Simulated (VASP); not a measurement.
An input for Quantum ESPRESSO's pw.x (written as the equivalent of a VASP run, and not itself run):

```
&CONTROL
  calculation = 'scf'
  pseudo_dir = './pseudo'
  outdir = './out'
  tprnfor = .true.
  tstress = .true.
/
&SYSTEM
  ibrav = 0
  nat = 5
  ntyp = 2
  ecutwfc = 84
  occupations = 'tetrahedra'
  input_dft = 'pw91'
/
&ELECTRONS
  conv_thr = 7.3e-09
  electron_maxstep = 100
/
ATOMIC_SPECIES
  Mg 24.305 Mg.upf
  Sb 121.760 Sb.upf
CELL_PARAMETERS angstrom
     2.3006104   -3.9847743    0.0000000
     2.3006104    3.9847743   -0.0000000
     0.0000000   -0.0000000    7.2653119
ATOMIC_POSITIONS crystal
  Mg   0.0000000  1.0000000  1.0000000
  Mg   0.3333330  0.6666670  0.6334186
  Mg   0.6666670  0.3333330  0.3665814
  Sb   0.3333330  0.6666670  0.2265564
  Sb   0.6666670  0.3333330  0.7734436
K_POINTS automatic
  6 6 4 0 0 0
```

Problem. Write the VASP files for the same calculation (PW91).

Solution. Several could match; the one computed here: 
POSCAR:
```
Mg3Sb2
4.6012210
  0.4999999844  -0.8660254121   0.0000000000
  0.4999999844   0.8660254121   0.0000000000
  0.0000000000   0.0000000000   1.5789965163
Mg Sb
3 2
Direct
  0.0000000000   1.0000000000   1.0000000000
  0.3333330000   0.6666670000   0.6334185889
  0.6666670000   0.3333330000   0.3665814111
  0.3333330000   0.6666670000   0.2265564142
  0.6666670000   0.3333330000   0.7734435858
```

**INCAR**
```
# general
SYSTEM  = Mg3Sb2
PREC    = Accurate
ENCUT   = 520
LREAL   = .False.   # projection in real space or not
LASPH   = .True.   # aspherical one-centre terms

# electronic loop
EDIFF   = 1E-7   # SCF stop (eV)
NELM    = 100   # most electronic steps
ALGO    = Normal   # blocked Davidson
LMAXMIX = 4

# smearing
ISMEAR  = -5   # tetrahedra, Bloechl

# functional
GGA     = 91

# ions
ISIF    = 2

# output
LWAVE   = .False.
LCHARG  = .True.
LORBIT  = 11   # lm-projected
NEDOS   = 601

# other
LEFG    = .True.
```

File KPOINTS:
```
Regular mesh
0
G
  6 6 4
0 0 0
```

POTCAR, in this order: Mg Sb (PBE.64 set). Program: vasp_std.

Limits of the translation: the potentials are each code's own (VASP's PAW set, PseudoDojo norm-conserving files in pw.x), so ENCUT and ecutwfc are chosen apart and not converted; conv_thr bounds pw.x's estimated SCF error, while EDIFF bounds the energy change between steps; the field gradients of LEFG aren't asked of the other code.

The compound is Mg3Sb2 in the a-la2o3 structure. It was relaxed first.
